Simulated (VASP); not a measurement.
# CsC (P4/nmm) in VASP: a series of runs, part 2 of 2

VASP 6.6.1. Earlier steps stand in the parts before.

## 3. Relaxation of cell and atoms, PBE+D3(BJ)

This run uses another cell than the first one, of 23.39 Å³/atom, 0.984 times its volume.

File INCAR:

```
ALGO = Normal
EDIFF = 1E-6
EDIFFG = -0.04
ENCUT = 600
GGA = PE
IBRION = 2
ISIF = 3
ISMEAR = 0
IVDW = 12
LASPH = True
LCHARG = False
LREAL = False
LWAVE = False
NELM = 100
NSW = 90
PREC = Accurate
SIGMA = 0.1
```

File KPOINTS:

```
k-points
0
Gamma
  6 6 2
```

File POSCAR:

```
CsC
1.0
    3.2305454088      0.0000000000      0.0000000000
    0.0000000000      3.2305454088      0.0000000000
    0.0000000000      0.0000000000      8.9645048132
Cs C
2 2
Direct
    0.0000000000      0.5000000000      0.2809737564
    0.5000000000      0.0000000000      0.7190262436
    0.0000000000      0.0000000000      0.0000000000
    0.5000000000      0.5000000000      0.0000000000
```

Potentials or basis: VASP PAW PBE potentials, release 64 (Cs_sv, C).

Launch:

```console
$ cat potpaw_PBE.64/Cs_sv/POTCAR potpaw_PBE.64/C/POTCAR > POTCAR
$ mpirun -np 1 vasp_std > vasp.out
```

OUTCAR:

```text
EDIFF = 1E-6
   EDIFFG = -0.04
   ENCUT = 600
   GGA = PE
   IBRION = 2
   ISIF = 3
   ISMEAR = 0
   IVDW = 12
   LASPH = True
   LREAL = False
   NELM = 100
   NSW = 90
   PREC = Accurate
 IVDW          = 12

 ion  position               nearest neighbor table
   1  0.000  0.500  0.281-
   2  0.500  0.000  0.719-
   3  0.000  0.000  0.000-
   4  0.500  0.500  0.000-

  LATTYP: Found a simple tetragonal cell.
 ALAT       =     3.2305454088
 C/A-ratio  =     2.7749199218

  Lattice vectors:

 A1 = (   3.2305454088,   0.0000000000,   0.0000000000)
 A2 = (   0.0000000000,   3.2305454088,   0.0000000000)
 A3 = (   0.0000000000,   0.0000000000,   8.9645048132)

Analysis of symmetry for initial positions (statically):
=====================================================================
 Subroutine PRICEL returns:
 Original cell was already a primitive cell.

 Routine SETGRP: Setting up the symmetry group for a
 simple tetragonal supercell.

 Subroutine GETGRP returns: Found 16 space group operations
 (whereof  8 operations were pure point group operations)
 out of a pool of 16 trial point group operations.

The static configuration has the point symmetry D_2d.
 The point group associated with its full space group is D_4h.

Analysis of symmetry for dynamics (positions and initial velocities):
=====================================================================
 Subroutine PRICEL returns:
 Original cell was already a primitive cell.

 Routine SETGRP: Setting up the symmetry group for a
 simple tetragonal supercell.

 Subroutine GETGRP returns: Found 16 space group operations
 (whereof  8 operations were pure point group operations)
 out of a pool of 16 trial point group operations.

The dynamic configuration has the point symmetry D_2d.
 The point group associated with its full space group is D_4h.

 Subroutine INISYM returns: Found 16 space group operations
 (whereof  8 operations are pure point group operations),
 and found     1 'primitive' translations

----------------------------------------------------------------------------------------

                                     Primitive cell

  volume of cell :      93.5574

  direct lattice vectors                    reciprocal lattice vectors
     3.230545409  0.000000000  0.000000000     0.309545254  0.000000000  0.000000000
     0.000000000  3.230545409  0.000000000     0.000000000  0.309545254  0.000000000
     0.000000000  0.000000000  8.964504813     0.000000000  0.000000000  0.111551058

  length of vectors
     3.230545409  3.230545409  8.964504813     0.309545254  0.309545254  0.111551058

  position of ions in fractional coordinates (direct lattice)
     0.000000000  0.500000000  0.280973756
     0.500000000  0.000000000  0.719026244
     0.000000000  0.000000000  0.000000000
     0.500000000  0.500000000  0.000000000

  ion indices of the primitive-cell ions
   primitive index   ion index
                 1           1
                 2           2
                 3           3
                 4           4

----------------------------------------------------------------------------------------

 KPOINTS: k-points

Automatic generation of k-mesh.
 Grid dimensions read from file:
 generate k-points for:    6    6    2

 Generating k-lattice:

  Cartesian coordinates                     Fractional coordinates (reciprocal lattice)
     0.051590876  0.000000000  0.000000000     0.166666667  0.000000000  0.000000000
     0.000000000  0.051590876  0.000000000     0.000000000  0.166666667  0.000000000
     0.000000000  0.000000000  0.055775529     0.000000000  0.000000000  0.500000000

  Length of vectors
     0.051590876  0.051590876  0.055775529

  Shift w.r.t. Gamma in fractional coordinates (k-lattice)
     0.000000000  0.000000000  0.000000000

 Subroutine IBZKPT returns following result:
 ===========================================

 Found     20 irreducible k-points:

 Following reciprocal coordinates:
            Coordinates               Weight
  0.000000  0.000000  0.000000      1.000000
  0.166667  0.000000  0.000000      4.000000
  0.333333  0.000000  0.000000      4.000000
  0.500000  0.000000  0.000000      2.000000
  0.166667  0.166667  0.000000      4.000000
  0.333333  0.166667  0.000000      8.000000
[... 12 lines left out ...]
  0.500000  0.333333  0.500000      4.000000
  0.500000  0.500000  0.500000      1.000000
   k-points           NKPTS =     20   k-points in BZ     NKDIM =     20   number of bands    NBANDS=     17
   number of dos      NEDOS =    301   number of ions     NIONS =      4
   total plane-waves  NPLWV =  56448
   dimension x,y,z NGX =    28 NGY =   28 NGZ =   72
   dimension x,y,z NGXF=    56 NGYF=   56 NGZF=  144
   ions per type =               2   2
   NGX,Y,Z   is equivalent  to a cutoff of  14.41, 14.41, 13.35 a.u.
   NGXF,Y,Z  is equivalent  to a cutoff of  28.82, 28.82, 26.70 a.u.
 SYSTEM =  unknown system
   PREC   = accura    normal or accurate (medium, high low for compatibility)
   ISTART =      0    job   : 0-new  1-cont  2-samecut
   ICHARG =      2    charge: 1-file 2-atom 10-const
   ISPIN  =      1    spin polarized calculation?
   LNONCOLLINEAR =      F non collinear calculations
   LSORBIT =      F    spin-orbit coupling
   LASPH  =      T    aspherical Exc in radial PAW
   ENCUT  =  600.0 eV  44.10 Ry    6.64 a.u.   6.45  6.45 17.90*2*pi/ulx,y,z
   NELM   =    100;   NELMIN=  2; NELMDL= -5     # of ELM steps
   EDIFF  = 0.1E-05   stopping-criterion for ELM
   LREAL  =      F    real-space projection
   EDIFFG = -.4E-01   stopping-criterion for IOM
   NSW    =     90    number of steps for IOM
   IBRION =      2    ionic relax: 0-MD 1-quasi-New 2-CG
   NFREE  =      1    steps in history (QN), initial steepest desc. (CG)
   ISIF   =      3    stress and relaxation
   ISYM   =      2    0-nonsym 1-usesym 2-fastsym
   POTIM  = 0.5000    time-step for ionic-motion
   TEBEG  =    0.0;   TEEND  =   0.0 temperature during run
   PSTRESS=    0.0 pullay stress
   NELECT =      26.0000    total number of electrons
   NUPDOWN=      -1.0000    fix difference up-down
   EMIN   =  10.00;   EMAX   =-10.00  energy-range for DOS
   EFERMI =   0.00;   METHOD = LEGACY
   ISMEAR =     0;   SIGMA  =   0.10  broadening in eV -4-tet -1-fermi 0-gaus
   EFERMI_NEDOS =   21; number of points for ismear=-14 and -15
   IALGO  =     38    algorithm
   IMIX   =      4    mixing-type and parameters
     AMIX     =   0.40;   BMIX     =  1.00
     AMIX_MAG =   1.60;   BMIX_MAG =  1.00
  volume/ion in A,a.u.               =      23.39       157.84
  Fermi-wavevector in a.u.,A,eV,Ry     =   1.068333  2.018856 15.528809  1.141335
  Thomas-Fermi vector in A             =   2.203978
   LORBIT       =      0    0 simple, 1 ext, 2 COOP (PROOUT), +10 PAW based schemes
   GGA     = PE    functional components
   LHFCALC =     F    Hartree Fock is set to
   AEXX    =    0.0000 exact exchange contribution
   IVDW    =    12    specifies the selected vdW correction
   LEPSILON=     F    determine dielectric tensor
   LRPA    =     F    only Hartree local field effects (RPA)
 conjugate gradient relaxation of ions
 non-spin polarized calculation
 Gauss-broadening in eV      SIGMA  =   0.10
  energy-cutoff  :      600.00
  volume of cell :       93.56
 maximum number of plane-waves:      3172
 NGX is ok and might be reduce to    28
   NGX = 13   NGY = 13   NGZ = 35

--------------------------------------- Ionic step        1  -------------------------------------------

 number of electron      26.0000003 magnetization

 Free energy of the ion-electron system (eV)
  ---------------------------------------------------
  ext. energy  EPLUGINS =         0.00000000
  ---------------------------------------------------
  free energy    TOTEN  =       -10.11827688 eV

  energy without entropy =      -10.10744046  energy(sigma->0) =      -10.11285867

------------------------ aborting loop because EDIFF is reached ----------------------------------------

 Edisp (eV)   -0.80924

 E8    (eV) :    -0.4210

  FORCE on cell =-STRESS in cart. coord.  units (eV):
  Direction    XX          YY          ZZ          XY          YZ          ZX
  --------------------------------------------------------------------------------------
  -------------------------------------------------------------------------------------
  Total       0.46760     0.46760    -0.40748     0.00000     0.00000     0.00000
  in kB       8.00773     8.00773    -6.97814     0.00000     0.00000     0.00000
  external pressure =        3.01 kB  Pullay stress =        0.00 kB
[... 275 lines left out ...]
  energy  without entropy=      -10.9286755574  energy(sigma->0) =      -10.93254953

--------------------------------------- Ionic step        8  -------------------------------------------

 number of electron      25.9999999 magnetization

 Free energy of the ion-electron system (eV)
  ---------------------------------------------------
  ext. energy  EPLUGINS =         0.00000000
  ---------------------------------------------------
  free energy    TOTEN  =       -10.14619040 eV

  energy without entropy =      -10.13838664  energy(sigma->0) =      -10.14228852

 E-fermi :   4.0732     XC(G=0):  -9.4226

 val. band max:        4.0080104362   @ k =   0.3333   0.3333   0.5000
 cond. band min:       4.2084691339   @ k =   0.3333   0.3333   0.0000
 fundamental gap:      0.2004586977
 Fermi energy:         4.0731839290

 k-point     1 :       0.0000    0.0000    0.0000
  band No.  band energies     occupation
      1     -19.6686      2.00000
      2     -19.6169      2.00000
      3      -8.5358      2.00000
      4      -6.2742      2.00000
      5      -5.2184      2.00000
      6      -4.3581      2.00000
[... 9 lines left out ...]
     16       5.4146      0.00000
     17       5.8159      0.00000
[... 413 lines left out ...]
  FREE ENERGIE OF THE ION-ELECTRON SYSTEM (eV)
  ---------------------------------------------------
  free  energy   TOTEN  =       -10.9377335892 eV

  energy  without entropy=      -10.9299298349  energy(sigma->0) =      -10.93383171

 reached required accuracy - stopping structural energy minimisation
```

CONTCAR:

```text
CsC
   1.00000000000000
     3.2640339936441713    0.0000000000000000    0.0000000000000000
     0.0000000000000000    3.2640339936441713    0.0000000000000000
     0.0000000000000000    0.0000000000000000    8.9973260398866852
  Cs              C
     2     2
Direct
     0.0000000000000000    0.5000000000000000    0.2772293184224728
     0.5000000000000000    0.0000000000000000    0.7227706815775273
     0.0000000000000000    0.0000000000000000    0.0000000000000000
     0.5000000000000000    0.5000000000000000    0.0000000000000000

  0.00000000E+00  0.00000000E+00  0.00000000E+00
  0.00000000E+00  0.00000000E+00  0.00000000E+00
  0.00000000E+00  0.00000000E+00  0.00000000E+00
  0.00000000E+00  0.00000000E+00  0.00000000E+00
```

Wall time 84 s (1 thread of Intel Xeon 6975P-C (Granite Rapids), shared host); peak memory 0.26 GiB.

What came out:

| Property | Result |
| --- | --- |
| Free energy | -10.9377 eV |
| Relaxed volume | 23.96 Å³/atom |
| Relaxed cell | a = 3.264 Å, b = 3.264 Å, c = 8.997 Å, α = 90.00°, β = 90.00°, γ = 90.00° |
| Space group after relaxing (to 0.05 Å) | P4/nmm (No. 129) |
| Energy gained by relaxing | 2.6 meV/atom |
| Ionic steps | 8 |
| Pressure after relaxing | 0.0 GPa |
| Largest force after relaxing | 0.029 eV/Å |
| Band gap on the k mesh | none (metal or under the smearing width) |
| Dispersion energy per atom | -0.198 eV |

Forces on the atoms (eV/Å):
```
Cs   0.000  0.000 -0.029
Cs   0.000  0.000  0.029
C    0.000  0.000  0.000
C    0.000  0.000  0.000
```

Stress tensor (GPa, compression positive):
```
-0.09  0.00  0.00
 0.00 -0.09  0.00
 0.00  0.00  0.06
```

Step by step:
```
step  energy change (eV)  largest force (eV/Å)  pressure (GPa)  volume (Å³)
   1              0.0000                0.1562            0.30        93.56
   2             -0.0067                0.0761            0.23        94.15
   3             -0.0076                0.0274            0.22        94.43
   4             -0.0076                0.0241            0.21        94.44
   5             -0.0082                0.0501            0.01        94.97
   6             -0.0083                0.0652           -0.10        95.27
   7             -0.0089                0.0559           -0.08        95.42
   8             -0.0102                0.0291           -0.04        95.86
```

Final structure:
```
Cs C
1.0
     3.26403    0.00000    0.00000
     0.00000    3.26403    0.00000
     0.00000    0.00000    8.99733
Cs C
2 2
Direct
  0.00000 0.50000 0.27723
  0.50000 0.00000 0.72277
  0.00000 0.00000 0.00000
  0.50000 0.50000 0.00000
```

Caveat: pairwise dispersion overbinds metals, which lowers pressure and volume. Spin-orbit coupling is left out, which matters for the levels of Cs.

## 4. Single point, PBE+D3(BJ)

This run uses another cell than the first one, of 23.44 Å³/atom, 0.986 times its volume.

File INCAR:

```
SYSTEM = CsC
PREC     = Accurate       ! precision mode
ENCUT    = 520            ! plane-wave cutoff, eV
EDIFF    = 1E-6           ! SCF threshold, eV
ISMEAR   = 0              ! smearing method
SIGMA    = 0.1            ! smearing width, eV
LREAL    = .FALSE.        ! projectors in reciprocal space
LASPH    = .TRUE.         ! aspherical terms in the spheres
NELM     = 80             ! most SCF steps
ALGO     = Fast           ! electronic algorithm
ISIF     = 2              ! what is computed and relaxed
LWAVE    = .FALSE.        ! write WAVECAR
LCHARG   = .FALSE.        ! write CHGCAR
GGA      = PE             ! functional
IVDW     = 12             ! dispersion correction
NBANDS   = 21             ! bands
```

File KPOINTS:

```
regular mesh
0
G
  14 14 6
  0 0 0
```

File POSCAR:

```
CsC
1.0
    3.2302320039      0.0000000000      0.0000000000
    0.0000000000      3.2302320039      0.0000000000
    0.0000000000      0.0000000000      8.9842764729
Cs C
2 2
Direct
    0.0000000000      0.5000000000      0.2791864876
    0.5000000000      0.0000000000      0.7208135124
    0.0000000000      0.0000000000      0.0000000000
    0.5000000000      0.5000000000      0.0000000000
```

Launch:

```console
$ cat potpaw_PBE.64/Cs_sv/POTCAR potpaw_PBE.64/C/POTCAR > POTCAR
$ mpirun -np 1 vasp_std > vasp.out
```

Wall time 4.8 min (1 thread of AMD EPYC 7R43 (Zen 3), shared host); peak memory 0.33 GiB.

It converged, with:

```yaml
Free_energy: -10.9221 eV
Pressure: 0.3 GPa
Largest_force: 0.050 eV/Å
Band_gap_on_the_k_mesh: none (metal or under the smearing width)
Dispersion_energy_per_atom: -0.202 eV
```

Forces in eV/Å, atoms in the order of the input:
```
Cs   0.000  0.000  0.050
Cs   0.000  0.000 -0.050
C    0.000  0.000  0.000
C    0.000  0.000  0.000
```

Stress tensor (GPa, compression positive):
```
0.28 0.00 0.00
0.00 0.28 0.00
0.00 0.00 0.41
```

Levels at points of the mesh, in eV from the Fermi level:
```csv
k point,band 9,band 10,band 11,band 12,band 13,band 14,band 15,band 16,band 17,band 18
"(0.00, 0.00, 0.00)",-8.19,-4.01,-1.60,-1.29,-1.29,0.35,0.87,1.43,1.80,2.18
"(0.50, 0.00, 0.00)",-7.70,-7.70,-1.08,-1.08,1.33,1.33,1.86,1.86,2.56,2.56
"(0.50, 0.50, 0.00)",-7.67,-7.67,-3.85,-3.85,-0.51,-0.51,-0.35,-0.35,2.42,2.42
"(0.00, 0.00, 0.50)",-8.21,-4.01,-2.34,-1.29,-1.29,0.77,1.33,1.35,2.05,2.07
"(0.50, 0.00, 0.50)",-7.70,-7.70,-0.59,-0.59,1.33,1.33,1.42,1.42,2.09,2.09
"(0.50, 0.50, 0.50)",-7.65,-7.65,-3.82,-3.82,-0.64,-0.64,-0.60,-0.60,3.54,3.54
```

Caveat: pairwise dispersion overbinds metals, which lowers pressure and volume. Spin-orbit coupling is left out, which matters for the levels of Cs.

## 5. Summary

| task | cell | k mesh | cutoff (eV) | gap on the mesh (eV) | pressure (GPa) | largest force (eV/Å) |
| --- | --- | --- | --- | --- | --- | --- |
| single point | P4/nmm, 23.77 Å³/atom | 6 × 6 × 2 | 520 | none | 0.5 | 0.03 |
| relaxation of cell and atoms | relaxed | 6 × 6 × 2 | 600 | none | 0.0 | 0.03 |
| single point | P4/nmm, 23.44 Å³/atom | 14 × 14 × 6 | 520 | none | 0.3 | 0.05 |

Alike in all rows: level PBE+D3(BJ); potentials or basis VASP PAW PBE potentials, release 64 (Cs_sv, C); no spin polarisation; smearing gaussian 0.1 eV.

Caveats: pairwise dispersion overbinds metals, which lowers pressure and volume.

Absolute energies hang on the potentials; compare differences alone.
